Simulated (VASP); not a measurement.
Method: AM05 GGA, VASP's PBE PAW potentials (set 64) (plane waves; VASP).

VASP ran on this input.

POSCAR:
```
CdF2
1
    0.0000000000     2.7086348080     2.7086348080
    2.7086348080     0.0000000000     2.7086348080
    2.7086348080     2.7086348080     0.0000000000
Cd F
1 2
Direct
  1.0000000000   1.0000000000   1.0000000000
  0.2500000000   0.2500000000   0.2500000000
  0.7500000000   0.7500000000   0.7500000000
```

KPOINTS:
```
Automatic mesh
0
G
 7 7 7
```

### INCAR
```
! general
SYSTEM =CdF2
PREC   =Accurate
ENCUT  =520   ! plane-wave cut-off (eV)
LREAL  =F
LASPH  =T

! electronic loop
EDIFF  =1E-7   ! SCF stop (eV)
NELM   =100   ! most electronic steps
ALGO   =Normal   ! blocked Davidson
LMAXMIX=4

! smearing
ISMEAR =0
SIGMA  =0.05

! functional
GGA    =AM   ! AM05

! ions
ISIF   =2

! output
LWAVE  =F
LCHARG =F
```

POTCAR, in this order: Cd F (PBE.64 set). Program: vasp_std.

What VASP printed:

File OSZICAR:
```
       N       E                     dE             d eps       ncg     rms          rms(c)
DAV:   1     0.207341916244E+03    0.20734E+03   -0.15712E+04   688   0.155E+03
DAV:   2    -0.402825866806E+01   -0.21137E+03   -0.20723E+03   816   0.386E+02
DAV:   3    -0.124198404379E+02   -0.83916E+01   -0.83778E+01   724   0.878E+01
DAV:   4    -0.124608652662E+02   -0.41025E-01   -0.41020E-01   798   0.614E+00
DAV:   5    -0.124610188296E+02   -0.15356E-03   -0.15356E-03   731   0.314E-01    0.956E+00
DAV:   6    -0.110128964335E+02    0.14481E+01   -0.42899E+00   878   0.418E+01    0.730E+00
DAV:   7    -0.110435286298E+02   -0.30632E-01   -0.76722E-01   685   0.900E+00    0.427E+00
DAV:   8    -0.110353154577E+02    0.82132E-02   -0.16939E-01   743   0.414E+00    0.726E-01
DAV:   9    -0.110255369451E+02    0.97785E-02   -0.41408E-02   851   0.255E+00    0.106E-01
DAV:  10    -0.110261369137E+02   -0.59997E-03   -0.35779E-03   701   0.690E-01    0.111E-01
DAV:  11    -0.110262601332E+02   -0.12322E-03   -0.17577E-04   749   0.174E-01    0.527E-02
DAV:  12    -0.110262921129E+02   -0.31980E-04   -0.14585E-04   700   0.109E-01    0.172E-02
DAV:  13    -0.110262958119E+02   -0.36990E-05   -0.81373E-06   758   0.297E-02    0.308E-03
DAV:  14    -0.110262961452E+02   -0.33329E-06   -0.71123E-07   701   0.650E-03    0.227E-03
DAV:  15    -0.110262961383E+02    0.68990E-08   -0.17263E-07   547   0.397E-03
   1 F= -.11026296E+02 E0= -.11026296E+02  d E =-.563488E-17
```

### OUTCAR
```
------------------------ aborting loop because EDIFF is reached ----------------------------------------
  FORCE on cell =-STRESS in cart. coord.  units (eV):
  Direction    XX          YY          ZZ          XY          YZ          ZX
  --------------------------------------------------------------------------------------
  Total        0.0101709      0.0101709      0.0101709      0.0000000     -0.0000000      0.0000000
  in kB        0.4100058      0.4100058      0.4100058      0.0000000     -0.0000000      0.0000000
  external PRESSURE =       0.4100058 kB  Pullay stress =       0.0000000 kB
  volume of cell :       39.74
      direct lattice vectors                 reciprocal lattice vectors
     0.000000000  2.708634808  2.708634808    -0.184594837  0.184594837  0.184594837
     2.708634808  0.000000000  2.708634808     0.184594837 -0.184594837  0.184594837
     2.708634808  2.708634808  0.000000000     0.184594837  0.184594837 -0.184594837
 POSITION                                       TOTAL-FORCE (eV/Angst)
 -----------------------------------------------------------------------------------
      0.00000      0.00000      0.00000         0.000000      0.000000      0.000000
      1.35432      1.35432      1.35432         0.000000      0.000000      0.000000
      4.06295      4.06295      4.06295        -0.000000     -0.000000     -0.000000
 -----------------------------------------------------------------------------------
    total drift:                                0.000000      0.000000      0.000000
  FREE ENERGIE OF THE ION-ELECTRON SYSTEM (eV)
  ---------------------------------------------------
  free  energy   TOTEN  =       -11.0262961383 eV

  energy  without entropy=      -11.0262961383  energy(sigma->0) =      -11.02629614
```
(Selected blocks of OUTCAR.)

**OUTCAR**
```
 val. band max:       -1.5470482835   @ k =  -0.2857   0.4286   0.1429

 cond. band min:       1.4837635487   @ k =   0.0000   0.0000   0.0000


 Fermi energy:        -1.2561746421

 k-point     1 :       0.0000    0.0000    0.0000
  band No.  band energies     occupation
      1     -22.0313      2.00000
      2     -20.9380      2.00000
      3      -7.0802      2.00000
      4      -7.0802      2.00000
      5      -7.0802      2.00000
      6      -5.9187      2.00000
      7      -5.9187      2.00000
      8      -2.4327      2.00000
      9      -2.4327      2.00000
     10      -2.4327      2.00000
     11      -2.0055      2.00000
     12      -2.0055      2.00000
     13      -2.0055      2.00000
     14       1.4838      0.00000
     15      11.0381      0.00000
     16      11.0381      0.00000
     17      11.0381      0.00000

 k-point     2 :       0.1429    0.0000    0.0000
  band No.  band energies     occupation
      1     -21.9680      2.00000
      2     -20.9940      2.00000
      3      -7.0068      2.00000
      4      -7.0068      2.00000
      5      -6.8708      2.00000
      6      -5.9391      2.00000
      7      -5.9391      2.00000
      8      -3.0203      2.00000
      9      -2.5746      2.00000
     10      -2.5746      2.00000
     11      -2.1508      2.00000
     12      -1.9837      2.00000
     13      -1.9837      2.00000
     14       2.2162      0.00000
     15      10.1922      0.00000
     16      11.3244      0.00000
     17      11.3244      0.00000

 k-point     3 :       0.2857    0.0000    0.0000
  band No.  band energies     occupation
      1     -21.8001      2.00000
      2     -21.1443      2.00000
      3      -6.8537      2.00000
      4      -6.8537      2.00000
      5      -6.3322      2.00000
      6      -5.9413      2.00000
      7      -5.9413      2.00000
      8      -3.8220      2.00000
      9      -2.9218      2.00000
     10      -2.9218      2.00000
     11      -2.7989      2.00000
...
```

The compound is CdF2 in the fluorite structure. It was relaxed first.
